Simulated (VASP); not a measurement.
Output of a VASP run:

### OSZICAR
```
       N       E                     dE             d eps       ncg     rms          rms(c)
DAV:   1     0.126109602027E+03    0.12611E+03   -0.93174E+03  1825   0.156E+03
DAV:   2    -0.192544704075E+02   -0.14536E+03   -0.14131E+03  1865   0.392E+02
DAV:   3    -0.290752276912E+02   -0.98208E+01   -0.97014E+01  2676   0.940E+01
DAV:   4    -0.294234518456E+02   -0.34822E+00   -0.34794E+00  2402   0.160E+01
DAV:   5    -0.294328757081E+02   -0.94239E-02   -0.94231E-02  2624   0.245E+00    0.155E+01
DAV:   6    -0.243513633976E+02    0.50815E+01   -0.28053E+01  2440   0.581E+01    0.372E+00
DAV:   7    -0.243608774988E+02   -0.95141E-02   -0.20379E+00  2079   0.167E+01    0.300E+00
DAV:   8    -0.243677323523E+02   -0.68549E-02   -0.22261E-01  2569   0.455E+00    0.887E-01
DAV:   9    -0.243563370472E+02    0.11395E-01   -0.10445E-01  2389   0.423E+00    0.308E-01
DAV:  10    -0.243553075777E+02    0.10295E-02   -0.60534E-03  2187   0.102E+00    0.604E-02
DAV:  11    -0.243553459090E+02   -0.38331E-04   -0.72360E-04  2722   0.330E-01    0.529E-02
DAV:  12    -0.243553181349E+02    0.27774E-04   -0.17744E-04  2500   0.178E-01    0.101E-02
DAV:  13    -0.243553178957E+02    0.23914E-06   -0.77124E-06  2208   0.325E-02
   1 F= -.24355318E+02 E0= -.24354882E+02  d E =-.130827E-02
```

### OUTCAR
```
------------------------ aborting loop because EDIFF is reached ----------------------------------------
  FORCE on cell =-STRESS in cart. coord.  units (eV):
  Direction    XX          YY          ZZ          XY          YZ          ZX
  --------------------------------------------------------------------------------------
  Total       -2.4337243     -2.4337241     -1.9320843      0.0000000      0.0000000      0.0000000
  in kB     -143.0747671   -143.0747551   -113.5841556      0.0000000      0.0000000      0.0000000
  external PRESSURE =    -133.2445593 kB  Pullay stress =       0.0000000 kB
  volume of cell :       27.25
      direct lattice vectors                 reciprocal lattice vectors
     1.545300000 -2.676538000  0.000000000     0.323561768 -0.186808482  0.000000000
     1.545300000  2.676538000  0.000000000     0.323561768  0.186808482  0.000000000
     0.000000000  0.000000000  3.294600000     0.000000000  0.000000000  0.303526984
 POSITION                                       TOTAL-FORCE (eV/Angst)
 -----------------------------------------------------------------------------------
      0.00000      0.00000      0.00000         0.000000      0.000000      0.000000
      1.54530      0.89218      1.64730        -0.000000      0.000000      0.000000
      1.54530     -0.89218      1.64730         0.000000     -0.000000      0.000000
 -----------------------------------------------------------------------------------
    total drift:                               -0.000000     -0.000000      0.000000
  FREE ENERGIE OF THE ION-ELECTRON SYSTEM (eV)
  ---------------------------------------------------
  free  energy   TOTEN  =       -24.3553178957 eV

  energy  without entropy=      -24.3540096270  energy(sigma->0) =      -24.35488181
```
(Selected blocks of OUTCAR.)

POSCAR:
```
TiB2
1
    1.5453000000    -2.6765380000     0.0000000000
    1.5453000000     2.6765380000     0.0000000000
    0.0000000000     0.0000000000     3.2946000000
Ti B
1 2
Direct
  0.0000000000   0.0000000000   0.0000000000
  0.3333330000   0.6666670000   0.5000000000
  0.6666670000   0.3333330000   0.5000000000
```

**Question.** Reconstruct the remaining input files.

**Answer.** Several could match; the one computed here: the input of the run itself, PBE GGA, plane waves, VASP's PBE PAW potentials (set 64).

### INCAR
```
# general
SYSTEM   =  TiB2
PREC     =  Low
ENCUT    =  520
LREAL    =  .FALSE.
LASPH    =  .TRUE.

# electronic loop
EDIFF    =  1E-6
NELM     =  100
ALGO     =  Normal
LMAXMIX  =  4

# smearing
ISMEAR   =  1
SIGMA    =  0.1

# functional
GGA      =  PE

# ions
ISIF     =  2

# output
LWAVE    =  .FALSE.
LCHARG   =  .FALSE.
```

File KPOINTS:
```
kpoints
0
Gamma
 10 10 8
0 0 0
```

POTCAR, in this order: Ti_sv B (PBE.64 set). Program: vasp_std.

The compound is TiB2 in the AlB2 type structure. The cell was not relaxed at this level. The run is one of a series of settings (PREC = Low against the base run), some of them coarse on purpose.
